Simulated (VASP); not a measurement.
Crystal: Sn2HBr3.

```xyz
6
Lattice="4.5000 0.0000 0.0000 0.0000 4.5000 0.0000 0.0000 0.0000 7.8500" Properties=species:S:1:pos:R:3 pbc="T T T"
Sn    2.2500    0.0000    6.2800
Sn    0.0000    2.2500    1.5700
H     0.0000    0.0000    0.0000
Br    2.2500    2.2500    0.0000
Br    2.2500    0.0000    2.7475
Br    0.0000    2.2500    5.1025
```

The cell was built by a generator and needn't be a form met in nature.

* Program: VASP 6.6.1
* Task: relaxation of cell and atoms
* Functional: PBE
* Potentials or basis: VASP PAW PBE potentials, release 64 (Sn_d, H, Br)
* Cutoff: 520 eV
* k mesh: 3 × 3 × 2
* Occupations: gaussian, width 0.15 eV
* Spin: no spin polarisation

At the start: pressure 1.4 GPa; volume 26.49 Å³/atom.

Q: How do energy, volume and symmetry change on relaxing?

A: Over 10 steps the energy falls by 55.1 meV/atom and the volume is 26.45 Å³/atom (-0.2 %); space group P-4m2 (No. 115, to 0.05 Å).

Step by step:
```tsv
step	energy change (eV)	largest force (eV/Å)	pressure (GPa)	volume (Å³)
1	0.0000	1.2649	1.43	158.96
2	-0.1667	0.7026	-0.17	164.46
3	-0.2099	0.3750	-1.27	168.40
4	-0.2117	0.2951	-1.49	169.27
5	-0.2928	0.1432	-1.22	164.18
6	-0.3232	0.1575	0.08	156.96
7	-0.3267	0.1335	-0.20	158.56
8	-0.3265	0.1348	0.05	158.24
9	-0.3294	0.0964	0.04	158.50
10	-0.3308	0.0782	-0.02	158.70
```

Final structure:
```xyz
6
Lattice="4.3782 0.0000 0.0000 0.0000 4.3782 0.0000 0.0000 0.0000 8.2790" Properties=species:S:1:pos:R:3 pbc="T T T"
Sn    2.1891    4.3782    6.4226
Sn    0.0000    2.1891    1.8564
H     0.0000    0.0000    0.0000
Br    2.1891    2.1891    0.0000
Br    2.1891    0.0000    2.9179
Br    0.0000    2.1891    5.3611
```

Caveat: the k mesh is coarse (spacing up to 0.47 Å⁻¹), so the values aren't converged.
